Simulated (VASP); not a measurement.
Data:

```
CELL_PARAMETERS angstrom
      1.92209    -3.32916     0.00000
      1.92209     3.32916     0.00000
      0.00000     0.00000     8.07158
ATOMIC_POSITIONS crystal
  Zr 0.00000 0.00000 0.00000
  Se 0.33333 0.66667 0.19604
  Se 0.66667 0.33333 0.80396
```

All values below come from RPBE GGA, VASP's PBE PAW potentials (set 64) (plane waves; VASP). Numerical set-up: 520 eV cut-off, Gaussian smearing of 0.050 eV, potentials Zr_sv Se.

Without a dispersion term in the relaxation, distances and binding between the weakly bound layers, chains or molecules are unreliable, and so is what depends on them.

**Question.** What does the run give for the band gap (along the path) with the smallest direct gap where there is one?

**Answer.** 
- band gap (along the path): 0.61 eV
- smallest direct gap (along the path): 1.18 eV

The absolute energy has meaning only against runs of the same code, potentials and settings.

The compound is ZrSe2 in the 1T layered structure. It was relaxed first, which changed the volume by +37 %.
